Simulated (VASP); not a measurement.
# MnCO3 (Rhodochrosite) with rev-vdW-DF2 + U: from relaxation to properties

What structure does MnCO3 (Rhodochrosite) take at this level, and what are its properties? The steps: relaxing cell and atoms (rev-vdW-DF2 + U), second relaxation, single point with fields (rev-vdW-DF2 + U), band structure (rev-vdW-DF2 + U), density of states (rev-vdW-DF2 + U), zone-centre phonons (rev-vdW-DF2 + U), optical spectrum (rev-vdW-DF2 + U) and electric field gradients (rev-vdW-DF2 + U). The start is a cell from a database of measured crystal structures.

Main program and level: VASP 6.6.1; rev-vdW-DF2, DFT+U (Mn d 5 eV), spin-polarised from a ferromagnetic start; plane waves and PAW (Mn_pv, C, O).

Report form: the programs' logs are mostly left out.

### 1. The starting structure

Before any relaxation, the start is as follows. Symmetry: R-3c, No. 167, trigonal system. The conventional cell has a = 4.773 Å, b = 4.773 Å, c = 15.642 Å, α = 90.00°, β = 90.00°, γ = 120.00°. Nearest to Mn lie 6 O at 2.19 Å. Nearest to C lie 3 O at 1.29 Å. Nearest to O lie 1 C at 1.29 Å and 2 Mn at 2.19 Å. Farther neighbours and most contacts between anions are not listed.

Coordinates:

```xyz
10
Lattice="2.3865 4.1335 0.0000 -2.3865 4.1335 0.0000 0.0000 -2.7557 5.2140" Properties=species:S:1:pos:R:3 pbc="T T T"
Mn    0.0000    0.0000    0.0000
Mn    0.0000    2.7557    2.6070
C     0.0000    0.0000    3.9105
C     0.0000    5.5114    1.3035
O    -1.1002    4.1335    3.9105
O    -0.6432    1.1140    3.9105
O     1.7433    3.0196    3.9105
O     1.1002    1.3778    1.3035
O     0.6432    4.3974    1.3035
O    -1.7433    2.4918    1.3035
```

### 2. Relaxing cell and atoms (rev-vdW-DF2 + U)

Properties are meant for the cell that this level of theory prefers, so cell and atoms are relaxed first (ISIF = 3) until forces and stress are small; EDIFFG sets the threshold. rev-vdW-DF2 revises the exchange of vdW-DF2 for solids. LUSE_VDW switches on a nonlocal correlation term for dispersion. A Hubbard U penalises fractional filling of the localised shell, which semilocal functionals favour.

The input, INCAR:

```
SYSTEM = MnCO3
PREC = Accurate
ENCUT = 520
EDIFF = 1E-06
NELM = 100
ISMEAR = 0
SIGMA = 0.05
LREAL = .FALSE.
ALGO = Normal
GGA = MK
AGGAC = 0
LUSE_VDW = .TRUE.
PARAM1 = 0.1234
PARAM2 = 0.711357
ZAB_VDW = -1.8867
LASPH = .TRUE.
NBANDS = 55
ISPIN = 2
MAGMOM = 4 4 0 0 0 0 0 0 0 0
LDAU = .TRUE.
LDAUTYPE = 2
LDAUL = 2 -1 -1
LDAUU = 5 0 0
LDAUJ = 0 0 0
LDAUPRINT = 1
LMAXMIX = 4
LORBIT = 11
LWAVE = .FALSE.
LCHARG = .FALSE.
KPAR = 8
IBRION = 2
NSW = 60
ISIF = 3
EDIFFG = -0.01
```

The input, POSCAR:

```
MnCO3
1.0
    2.3865000000      4.1335392522      0.0000000000
   -2.3865000000      4.1335392522      0.0000000000
    0.0000000000     -2.7556928348      5.2140000000
Mn C O
2 2 6
Direct
    0.0000000000      0.0000000000      0.0000000000
    0.5000000000      0.5000000000      0.5000000000
    0.2500000000      0.2500000000      0.7500000000
    0.7500000000      0.7500000000      0.2500000000
    0.5195000000      0.9805000000      0.7500000000
    0.2500000000      0.5195000000      0.7500000000
    0.9805000000      0.2500000000      0.7500000000
    0.4805000000      0.0195000000      0.2500000000
    0.7500000000      0.4805000000      0.2500000000
    0.0195000000      0.7500000000      0.2500000000
```

The input, KPOINTS:

```
Automatic mesh
0
Gamma
5 5 5
0 0 0
```

The projector-augmented-wave data sets are Mn_pv, C and O (PBE family, release 64).

Started as:

```console
mpirun -np 8 vasp_std
```

Elapsed: 17 min, on 8 MPI ranks of Intel Xeon 6975P-C (Granite Rapids), shared host; peak memory 5.9 GiB.

The magnetic state follows from one typed start and may not be the lowest. The gap is read on the k-mesh alone, so it is an upper bound where the band edges lie off the mesh. Direct gaps are counted within one spin. The PAW data sets were made with PBE, which is usual practice but a small mismatch for other functionals. The run keeps the 12 symmetry operations of its start, so it cannot find a distortion of lower symmetry.

Relaxation path:

```
step  energy less that of the first step (eV)  largest force (eV/Å)  pressure (GPa)  volume (Å³)
   1                                   0.0000                0.6431            4.25       102.87
   2                                   0.2988                2.3699           -9.71       106.97
   3                                  -0.0288                0.1527            0.66       103.77
   4                                  -0.0288                0.1296            0.77       103.74
   5                                  -0.0337                0.0515            0.13       104.49
   6                                  -0.0342                0.0107           -0.20       104.89
   7                                  -0.0342                0.0144           -0.18       104.85
   8                                  -0.0347                0.0254            0.02       104.74
   9                                  -0.0349                0.0627            0.20       104.64
  10                                  -0.0350                0.0498            0.17       104.63
  11                                  -0.0354                0.0128            0.05       104.59
  12                                  -0.0353                0.0616           -0.18       104.50
  13                                  -0.0355                0.0189           -0.04       104.55
  14                                  -0.0355                0.0141           -0.02       104.54
  15                                  -0.0355                0.0039            0.02       104.51
```

```
conventional cell, symmetrised  before   after  change
                         a (Å)   4.773   4.822  +1.0 %
                         b (Å)   4.773   4.822  +1.0 %
                         c (Å)  15.642  15.570  -0.5 %
              volume (Å³/atom)   10.29   10.45  +1.6 %
```

Final coordinates:

```xyz
10
Lattice="2.4110 4.1760 0.0000 -2.4110 4.1760 0.0000 0.0000 -2.7840 5.1900" Properties=species:S:1:pos:R:3 pbc="T T T"
Mn    0.0000    0.0000    0.0000
Mn    0.0000    2.7840    2.5950
C     0.0000    0.0000    3.8925
C     0.0000    5.5679    1.2975
O    -1.1132    4.1760    3.8925
O    -0.6489    1.1239    3.8925
O     1.7621    3.0521    3.8925
O     1.1132    1.3920    1.2975
O     0.6489    4.4440    1.2975
O    -1.7621    2.5159    1.2975
```

This step gave:

```
electrons                                         : 70
bands                                             : 55
irreducible k-points                              : 19
symmetry operations                               : 12
free energy (TOTEN)                               : -62.4313 eV
Fermi energy                                      : 3.552 eV
pressure                                          : 0.02248 GPa
moment of the cell, from the last line of the log : 10 μB
metallic                                          : no
valence top at k                                  : 0.4, 0.4, 0
conduction bottom at k                            : 0, 0, 0.2
least direct gap on the k-mesh, within one spin   : 4.058 eV
SCF cycles over all ionic steps                   : 124
gap on the k-mesh                                 : 3.648 eV
```

Spin moment in the PAW sphere by atom:

```
atom  spin moment in the PAW sphere (μB)
 Mn1                                4.67
 Mn2                                4.67
  C3                                0.02
  C4                                0.02
  O5                                0.03
  O6                                0.03
  O7                                0.03
  O8                                0.03
  O9                                0.03
 O10                                0.03
```

It ends with a largest force of 0.004 eV/Å and a pressure of 0.02 GPa. The volume lies +1.6 % from that of the database's start.

### 3. Second relaxation

The basis stayed that of the start cell while the cell moved. A rerun from the cell reached resets it; the error of the finite cutoff stays.

INCAR is that of step 2.

The input, POSCAR:

```
MnCO3
1.0
    2.4109894724      4.1759562626      0.0000000000
   -2.4109894724      4.1759562626      0.0000000000
    0.0000000000     -2.7839708417      5.1899937859
Mn C O
2 2 6
Direct
    0.0000000000      0.0000000000      0.0000000000
    0.5000000000      0.5000000000      0.5000000000
    0.2500000000      0.2500000000      0.7500000000
    0.7500000000      0.7500000000      0.2500000000
    0.5191346289      0.9808653711      0.7500000000
    0.2500000000      0.5191346289      0.7500000000
    0.9808653711      0.2500000000      0.7500000000
    0.4808653711      0.0191346289      0.2500000000
    0.7500000000      0.4808653711      0.2500000000
    0.0191346289      0.7500000000      0.2500000000
```

KPOINTS is that of step 2.

Started as:

```console
mpirun -np 8 vasp_std
```

Elapsed: 1.9 min, on 8 MPI ranks; peak memory 5.7 GiB; 14 min of CPU time.

Little changed from the start: no atom moved by 0.005 Å and no cell edge by 0.1 %.

This step gave:

| Property | Result |
| --- | --- |
| free energy (TOTEN) | -62.4342 eV |
| Fermi energy | 3.548 eV |
| pressure | 0.03744 GPa |
| SCF cycles over all ionic steps | 16 |

It ends with a largest force of 0.004 eV/Å and a pressure of 0.04 GPa. The volume moved by under 0.01 %: the run met its threshold at the first step.

### 4. Single point with fields (rev-vdW-DF2 + U)

A single point on the relaxed cell gives a clean self-consistent state, with density, ELF and potential written out.

INCAR, as its differences from that of step 3:

```diff
@@ -28,7 +28,5 @@
 LWAVE = .FALSE.
-LCHARG = .FALSE.
-KPAR = 8
-IBRION = 2
-NSW = 60
-ISIF = 3
-EDIFFG = -0.01
+LCHARG = .TRUE.
+ISIF = 2
+LELF = .TRUE.
+LVHAR = .TRUE.
```

POSCAR is that of step 3.

KPOINTS is that of step 3.

Started as:

```console
mpirun -np 8 vasp_std
```

The job ended after 39 s (8 MPI ranks; peak memory 2 GiB).

With spin, VASP writes an ELF for each channel.

Numbers from this step:

```yaml
scf_cycles: 16
bands: 56
fermi_energy: 3.626 eV
pressure: 0.03671 GPa
```

Valence electrons inside each PAW sphere by angular momentum. Sphere charges, by row:

```
atom  s (e)  p (e)  d (e)  tot (e)
 Mn1  0.178  6.154  4.929    11.26
 Mn2  0.178  6.154  4.929    11.26
  C3  0.842  1.685      0    2.527
  C4  0.842  1.685      0    2.527
  O5  1.556  3.596      0    5.152
  O6  1.556  3.596      0    5.152
  O7  1.556  3.596      0    5.152
  O8  1.556  3.596      0    5.152
  O9  1.556  3.596      0    5.152
 O10  1.556  3.596      0    5.152
```

Spin density in the ac plane of the conventional cell at fractional y = 0.000, with atoms of Mn and C and O within 0.2 Å of it.

Ten even steps from '0' (0.0 e/Å³) to '9' (5.1 e/Å³), each cell a mean:
```
63000000000015
00000000000000
00000000000000
00000000000000
00000000000000
00000000000000
00000000000000
00000000000000
00000000000000
00000000000000
00000000000000
94000000000027
63000000000015
00000000000000
00000000000000
00000000000000
00000000000000
00000000000000
00000000000000
00000000000000
00000000000000
00000000000000
00000000000000
94000000000027
```
Columns run along a (4.8 Å), rows up along c (15.6 Å), edges of the conventional cell, whose origin can differ from the input's. Atoms in or near the plane, at fractional coordinates: Mn at (0.00, 0.50), Mn at (0.00, 0.00), C at (0.00, 0.75), C at (0.00, 0.25), O at (0.27, 0.75), O at (0.73, 0.25).

Electrostatic potential energy in the ac plane of the conventional cell at fractional y = 0.000, with atoms of Mn and C and O within 0.2 Å of it. With pseudopotentials it is smooth inside the atoms' cores, unlike the true potential.

Values in eV, 24 rows by 14 columns, each cell a mean:
```
-43 -34 -15  -1   3   4   5   4   2   1   0  -6 -26 -40
 -7  -3   1   3   4   4   3  -9 -37 -41 -17   0  -1  -6
  4   4   4   4   4   3   2  -5 -26 -28  -9   3   4   4
  4   4   4   4   4   3   2   2   2   3   4   5   4   4
 -6  -2   1  -1   0   2   2   2   3   3   4   3   0  -5
-32 -36 -28 -45 -44 -20   1   4   4   4   3  -1 -19 -39
-34 -26 -19 -35 -34 -12   2   3   4   4   3   0 -13 -34
 -1   1   3   3   3   3   2   2   2   3   4   3   2   0
  4   4   5   4   4   3   2   1   0   1   3   5   5   4
  3   3   4   4   4   4   2  -9 -37 -40 -16   2   4   3
-16 -10  -2   2   3   4   3  -4 -25 -28 -10  -1  -6 -14
-48 -39 -20  -2   2   4   5   5   4   3   1  -9 -31 -46
-43 -34 -15  -1   1   1   3   4   4   3   1  -7 -26 -40
 -7  -3   0  -5 -32 -42 -24   1   4   4   3   2  -1  -6
  4   4   4  -1 -21 -30 -15   1   3   4   4   5   4   4
  4   4   4   4   3   2   2   2   2   3   4   5   4   4
 -6  -2   2   3   4   3   2   2   2   1  -1   0   0  -4
-32 -34  -6   2   4   4   4   3  -6 -37 -46 -39 -26 -39
-34 -25  -4   2   4   4   3   3  -3 -26 -36 -27 -17 -34
 -1   1   3   4   4   3   2   2   2   3   3   3   2   0
  4   5   5   4   2   0   1   2   3   3   4   5   5   4
  3   3   3  -4 -32 -42 -24   0   3   4   4   4   4   3
-16 -10  -2  -3 -21 -30 -14   2   4   4   3   0  -6 -14
-48 -39 -19  -2   2   3   4   5   5   3   1  -9 -31 -46
```
Columns run along a (4.8 Å; values clipped at the 3rd and 97th percentile), rows up along c (15.6 Å), edges of the conventional cell, whose origin can differ from the input's. Atoms in or near the plane, at fractional coordinates: Mn at (0.00, 0.50), Mn at (0.00, 0.00), C at (0.00, 0.75), C at (0.00, 0.25), O at (0.27, 0.75), O at (0.73, 0.25).

ELF of up spins in the ac plane of the conventional cell at fractional y = 0.000, with atoms of Mn and C and O within 0.2 Å of it. It is the smooth field of the valence electrons, not physical close to the nuclei.

Ten even steps from '_' (0.02) to '@' (0.84), each cell a mean:
```
..::::..____..==****--..::::
....________++@@@@@@@@++....
____________==%%@@@@@@##::__
______________::--==--..____
====++****==..__________::==
--##%%##%%@@**..______::====
==##%%%%%%@@++________..==++
--::--====::____________..::
____________..--++**++::____
____________++@@@@@@@@##::__
::::..______==@@@@@@%%==..::
__::::..______::====::..--..
..::::::++**++::______..--::
....--%%@@@@@@%%::______....
____==%%@@@@@@**..__________
______::----::..____________
==--..__________--++**++====
::++--..______--%%@@##%%@@++
==++--________::##@@%%%%%%++
--::____________..--==--::--
____..==++**==::____________
____++@@@@@@@@##::__________
::..::**@@@@@@##::______..::
__::::..--==--..______::--..
```
Columns run along a (4.8 Å), rows up along c (15.6 Å), edges of the conventional cell, whose origin can differ from the input's. Atoms in or near the plane, at fractional coordinates: Mn at (0.00, 0.50), Mn at (0.00, 0.00), C at (0.00, 0.75), C at (0.00, 0.25), O at (0.27, 0.75), O at (0.73, 0.25).

In this run the pressure is 0.04 GPa, small enough to go on.

### 5. Band structure (rev-vdW-DF2 + U)

The mesh alone shows little of the dispersion and can miss band extrema, so KPOINTS_OPT adds a path through the symmetry points after the self-consistent cycle.

INCAR, as its differences from that of step 4:

```diff
@@ -16,5 +16,5 @@
 LASPH = .TRUE.
-NBANDS = 55
+NBANDS = 70
 ISPIN = 2
-MAGMOM = 4 4 0 0 0 0 0 0 0 0
+MAGMOM = 4.673 4.673 0.021 0.021 0.028 0.028 0.028 0.028 0.028 0.028
 LDAU = .TRUE.
@@ -28,5 +28,3 @@
 LWAVE = .FALSE.
-LCHARG = .TRUE.
-ISIF = 2
-LELF = .TRUE.
-LVHAR = .TRUE.
+LCHARG = .FALSE.
+KPAR = 8
```

POSCAR is that of step 4.

KPOINTS is that of step 4.

The input, KPOINTS_OPT:

```
Line mode
12
Line-mode
Reciprocal
  0.00000000   0.00000000   0.00000000 GAMMA
  0.00000000   0.50000000   0.00000000 L

  0.00000000   0.50000000   0.00000000 L
 -0.42924566   0.28537717   0.21462283 B1

 -0.28537717   0.28537717   0.50000000 B
  0.00000000   0.00000000   0.50000000 Z

  0.00000000   0.00000000   0.50000000 Z
  0.00000000   0.00000000   0.00000000 GAMMA

  0.00000000   0.00000000   0.00000000 GAMMA
 -0.35731142   0.35731142   0.00000000 X

 -0.35731142   0.28537717   0.35731142 Q
 -0.50000000   0.00000000   0.50000000 F

 -0.50000000   0.00000000   0.50000000 F
 -0.42806575   0.00000000   0.64268858 P1

 -0.42806575   0.00000000   0.64268858 P1
  0.00000000   0.00000000   0.50000000 Z

  0.00000000   0.50000000   0.00000000 L
  0.00000000   0.42806575   0.35731142 P
```

Started as:

```console
mpirun -np 8 vasp_std
```

Run time: 3.3 min. Hardware: 8 MPI ranks; peak memory 5.9 GiB; 23 min of CPU time.

The cell is typed on its shortest vectors, so the axes of tensors and the coordinates of k-points follow the printed cell and not the standard setting.

Numbers from this step:

- bands: 70
- Fermi energy: 3.458 eV
- pressure: 0.03880 GPa
- least gap on mesh and path: 3.554 eV
- least direct gap on mesh and path: 4.046 eV
- valence top at k: -0.5, 0, 0.5
- conduction bottom at k: 0, 0, 0.2727

Spin up. Electronic bands along the path, in eV, zero at the valence-band top; v1 is the highest filled band, c1 the lowest empty one:

```
          point     v4     v3     v2     v1    c1    c2    c3    c4
              Γ  -1.80  -1.80  -0.36  -0.36  3.76  4.16  4.33  8.27
0.45 of the way  -1.49  -1.26  -0.56  -0.35  4.30  4.36  4.72  8.62
              L  -0.93  -0.93  -0.51  -0.51  4.56  4.56  6.57  6.57
0.45 of the way  -1.32  -1.32  -0.34  -0.34  4.67  4.67  6.73  6.73
             B1  -1.59  -1.59  -0.32  -0.32  4.75  4.75  7.19  7.19
      jump to B  -1.59  -1.59  -0.32  -0.32  4.75  4.75  7.19  7.19
0.55 of the way  -1.19  -1.19  -0.76  -0.76  4.14  4.14  6.59  6.59
              Z  -1.03  -1.03  -1.03  -1.03  3.74  3.74  6.19  6.19
0.45 of the way  -1.52  -1.52  -0.58  -0.58  3.55  4.10  5.03  7.44
              Γ  -1.80  -1.80  -0.36  -0.36  3.76  4.16  4.33  8.27
0.55 of the way  -1.68  -0.90  -0.87  -0.18  4.45  4.64  5.29  8.14
              X  -1.62  -1.60  -0.40  -0.19  4.73  4.81  7.00  7.23
      jump to Q  -1.62  -1.60  -0.40  -0.19  4.73  4.81  7.00  7.23
0.45 of the way  -1.43  -1.30  -0.73  -0.06  4.70  4.83  6.88  7.22
              F  -1.45  -1.11  -0.91   0.00  4.69  4.80  6.72  7.25
0.45 of the way  -1.37  -1.11  -0.91  -0.03  4.68  4.77  6.78  7.28
             P1  -1.16  -1.10  -0.91  -0.14  4.62  4.66  6.97  7.08
0.55 of the way  -1.19  -1.01  -1.00  -0.72  4.05  4.05  6.49  6.51
              Z  -1.03  -1.03  -1.03  -1.03  3.74  3.74  6.19  6.19
      jump to L  -0.93  -0.93  -0.51  -0.51  4.56  4.56  6.57  6.57
0.45 of the way  -1.03  -0.89  -0.78  -0.30  4.58  4.58  6.66  6.70
              P  -1.16  -1.10  -0.91  -0.14  4.62  4.66  6.97  7.08
```

Of the projections kept (Mn, C, O), the largest for each band there; the rest of the weight can lie on other orbitals:

```
point       v4       v3       v2       v1      c1      c2       c3       c4
    Γ   O 1.00   O 1.00  Mn 0.51  Mn 0.51  O 0.52  O 0.54   C 0.57  Mn 0.49
    L  Mn 0.51  Mn 0.51   O 0.68   O 0.68  C 0.49  C 0.49   O 0.51   O 0.51
   B1  Mn 0.59  Mn 0.59   O 0.65   O 0.65  C 0.49  C 0.49  Mn 0.49  Mn 0.49
    B  Mn 0.59  Mn 0.59   O 0.65   O 0.65  C 0.49  C 0.49  Mn 0.49  Mn 0.49
    Z  Mn 0.55  Mn 0.55  Mn 0.55  Mn 0.55  C 0.53  C 0.53   O 0.65   O 0.65
    Γ   O 1.00   O 1.00  Mn 0.51  Mn 0.51  O 0.52  O 0.54   C 0.57  Mn 0.49
```

Spin down. Electronic bands along the path, in eV, zero at the valence-band top; v1 is the highest filled band, c1 the lowest empty one:

```
          point     v4     v3     v2     v1    c1    c2    c3    c4
              Γ  -2.54  -1.83  -1.72  -1.72  4.21  4.26  4.44  5.11
0.45 of the way  -2.24  -2.04  -1.72  -1.67  4.01  4.33  5.08  5.14
              L  -2.34  -2.34  -1.41  -1.41  4.19  4.19  5.25  5.25
0.45 of the way  -2.28  -2.28  -1.36  -1.36  4.22  4.22  5.01  5.01
             B1  -2.25  -2.25  -1.36  -1.36  4.25  4.25  4.89  4.89
      jump to B  -2.25  -2.25  -1.36  -1.36  4.25  4.25  4.89  4.89
0.55 of the way  -2.27  -2.27  -1.81  -1.81  3.95  3.95  5.05  5.05
              Z  -2.23  -2.23  -2.21  -2.21  3.70  3.70  5.28  5.28
0.45 of the way  -2.42  -1.98  -1.90  -1.90  3.75  3.96  5.17  5.17
              Γ  -2.54  -1.83  -1.72  -1.72  4.21  4.26  4.44  5.11
0.55 of the way  -2.29  -2.14  -1.55  -1.53  3.94  4.46  4.92  5.21
              X  -2.33  -2.17  -1.37  -1.32  4.17  4.35  4.83  4.96
      jump to Q  -2.33  -2.17  -1.37  -1.32  4.17  4.35  4.83  4.96
0.45 of the way  -2.37  -2.11  -1.48  -1.31  3.95  4.65  4.71  5.03
              F  -2.41  -2.08  -1.55  -1.32  3.84  4.65  4.87  5.07
0.45 of the way  -2.41  -2.09  -1.55  -1.33  3.85  4.67  4.82  5.08
             P1  -2.41  -2.16  -1.55  -1.38  3.91  4.61  4.78  5.10
0.55 of the way  -2.33  -2.21  -1.88  -1.88  3.84  3.96  5.04  5.15
              Z  -2.23  -2.23  -2.21  -2.21  3.70  3.70  5.28  5.28
      jump to L  -2.34  -2.34  -1.41  -1.41  4.19  4.19  5.25  5.25
0.45 of the way  -2.50  -2.28  -1.47  -1.38  4.04  4.38  5.02  5.18
              P  -2.41  -2.16  -1.55  -1.38  3.91  4.61  4.78  5.10
```

Of the projections kept (Mn, C, O), the largest for each band there; the rest of the weight can lie on other orbitals:

```
point      v4      v3      v2      v1      c1      c2       c3       c4
    Γ  O 0.88  O 0.95  O 1.00  O 1.00  C 0.52  O 0.55   O 0.55  Mn 0.94
    L  O 0.96  O 0.96  O 0.93  O 0.93  C 0.39  C 0.39  Mn 0.90  Mn 0.90
   B1  O 0.97  O 0.97  O 0.94  O 0.94  C 0.39  C 0.39  Mn 0.96  Mn 0.96
    B  O 0.97  O 0.97  O 0.94  O 0.94  C 0.39  C 0.39  Mn 0.96  Mn 0.96
    Z  O 0.98  O 0.98  O 0.92  O 0.92  C 0.48  C 0.48  Mn 0.96  Mn 0.96
    Γ  O 0.88  O 0.95  O 1.00  O 1.00  C 0.52  O 0.55   O 0.55  Mn 0.94
```

The path lowers the gap by 0.09 eV against the mesh alone, so a band edge lies off the mesh.

(Continued in part 2 of 2.)

[Lines on the potential files, build, host, timing and source positions are cut from VASP's logs without a mark.]

[Logs are printed without paths, hosts, clocks, repeated set-up lines and the standing remarks that a program may print on its own settings, such as how far it seeks lower states.]

[Hosts, paths, dates, database ids (printed as entryN), source tags and the programs' standing remarks are cut or masked in the printed files.]

[A measured line is paired with the nearest computed mode of its activity, which favours agreement.]
